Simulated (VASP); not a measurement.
A VASP calculation is set up with these files.

POSCAR:
```
SnSe
1
   -0.0000000000     3.3267087871     3.3267087871
    3.3267087871     0.0000000000     3.3267087871
    3.3267087871     3.3267087871     0.0000000000
Sn Se
1 1
Direct
  0.0000000000   0.0000000000   0.0000000000
  0.2500000000   0.2500000000   0.2500000000
```

File KPOINTS:
```
Automatic mesh
0
Gamma
9 9 9
0 0 0
```

**INCAR**
```
ALGO=Normal
EDIFF=1E-6
EDIFFG=-0.01
ENCUT=400
GGA=PS
IBRION=2
ISIF=3
ISMEAR=1
LASPH=.TRUE.
LCHARG=.FALSE.
LMAXMIX=4
LREAL=.FALSE.
LWAVE=.FALSE.
NELM=100
NSW=60
PREC=Accurate
SIGMA=0.1
SYSTEM=SnSe
```

POTCAR, in this order: Sn_d Se (PBE.64 set). Program: vasp_std.

Problem. Translate this PBEsol calculation to Ansatz.

Solution. One equivalent input (not run):
Ansatz 0.2 input:
```yaml
crystal:
  lattice:
    - [0.0000000, 3.3267088, 3.3267088]
    - [3.3267088, 0.0000000, 3.3267088]
    - [3.3267088, 3.3267088, 0.0000000]
  atoms:
    - { symbol: Sn, position: [0.0000000, 0.0000000, 0.0000000] }
    - { symbol: Se, position: [0.2500000, 0.2500000, 0.2500000] }
kpoints:
  mp_grid: { grid: [9, 9, 9] }
hamiltonian:
  xc: pbesol
  pseudopotentials: { kind: paw }
scf:
  occupations: { method: methfessel_paxton, width: 0.1 }
  max_iter: 100
relax:
  max_steps: 60
  f_tol: 0.01
  cell: {}
output: { forces: true, stress: true, eigenvalues: true }
```
What does not carry over: each code has its own PAW files, so the cut-off isn't converted (ENCUT is set for VASP's; basis.ecutwfc is left out, and Ansatz then takes the one that its files recommend); Ansatz stops its SCF on the density residual and VASP on the energy change (EDIFF).

The structure was generated: SnSe was put into the zinc blende type (F-43m), which need not be its known phase. It was relaxed first, which changed the volume by +38 %. The start is the result of an earlier pass.
